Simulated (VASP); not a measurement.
Crystal: Al2InN3.

```
CELL_PARAMETERS angstrom
5.02978 -2.88022 -0.00468
4.96671 2.77047 -0.02955
-0.01826 -0.02309 5.27550
ATOMIC_POSITIONS crystal
Al 0.14046 0.50184 0.48162
Al 0.50392 0.83730 0.50868
Al 0.80449 0.52767 0.97980
Al 0.51195 0.14452 0.02987
In 0.82646 0.17314 0.49188
In 0.13773 0.82844 0.95581
N 0.77063 0.56718 0.35128
N 0.50792 0.08042 0.32448
N 0.21667 0.80336 0.39476
N 0.83408 0.18719 0.90220
N 0.18107 0.46196 0.86119
N 0.54420 0.82017 0.88654
```

The cell was built by a generator and needn't be a form met in nature.

| Property | Result |
| --- | --- |
| Program | VASP 6.6.1 |
| Task | relaxation of cell and atoms |
| Functional | PBE |
| Potentials or basis | VASP PAW PBE potentials, release 64 (Al, In_d, N) |
| Cutoff | 520 eV |
| k mesh | 4 × 4 × 3 |
| Occupations | gaussian, width 0.05 eV |
| Spin | no spin polarisation |

At the start: pressure 8.9 GPa; volume 12.41 Å³/atom.

Problem. Where does the relaxation end?

Solution. Over 17 steps the energy falls by 455.4 meV/atom and the volume is 12.16 Å³/atom (-2.1 %); space group Cmc2_1 (No. 36, to 0.05 Å).

The path:
| step | energy change (eV) | largest force (eV/Å) | pressure (GPa) | volume (Å³) |
| --- | --- | --- | --- | --- |
| 1 | 0.0000 | 8.4165 | 8.94 | 148.98 |
| 2 | -2.1601 | 5.0226 | -8.62 | 163.92 |
| 3 | -3.6442 | 3.4200 | -7.91 | 156.35 |
| 4 | -4.9511 | 2.0147 | 0.92 | 145.72 |
| 5 | -4.9510 | 2.0150 | 1.23 | 145.64 |
| 6 | -5.3410 | 0.9775 | 1.88 | 144.50 |
| 7 | -5.3582 | 0.8363 | 1.55 | 144.69 |
| 8 | -5.4385 | 0.3610 | -0.88 | 146.75 |
| 9 | -5.4392 | 0.3744 | -1.16 | 146.97 |
| 10 | -5.4591 | 0.1584 | 0.16 | 145.79 |
| 11 | -5.4598 | 0.1448 | 0.46 | 145.55 |
| 12 | -5.4640 | 0.0685 | 0.02 | 145.97 |
| 13 | -5.4639 | 0.0835 | -0.17 | 146.04 |
| 14 | -5.4640 | 0.0797 | -0.10 | 146.01 |
| 15 | -5.4649 | 0.0424 | -0.05 | 145.95 |
| 16 | -5.4649 | 0.0495 | -0.01 | 145.94 |
| 17 | -5.4652 | 0.0198 | 0.00 | 145.91 |

Final structure:
```xyz
12
Lattice="4.9164 -2.8306 0.0007 4.9172 2.8246 0.0017 0.0006 -0.0012 5.2476" Properties=species:S:1:pos:R:3 pbc="T T T"
Al    3.1905    0.9084    2.5791
Al    6.5671    0.9055    2.5779
Al    6.5723   -0.9374    5.2025
Al    3.1955   -0.9344    5.2016
In    4.8774   -1.8386    2.5510
In    4.8860    1.8077    5.1756
N     6.7008   -0.8565    1.8655
N     3.0556   -0.8530    1.8637
N     4.8797    1.6682    2.1305
N     4.8838   -1.6976    4.7540
N     3.0620    0.8272    4.4886
N     6.7073    0.8237    4.4875
```
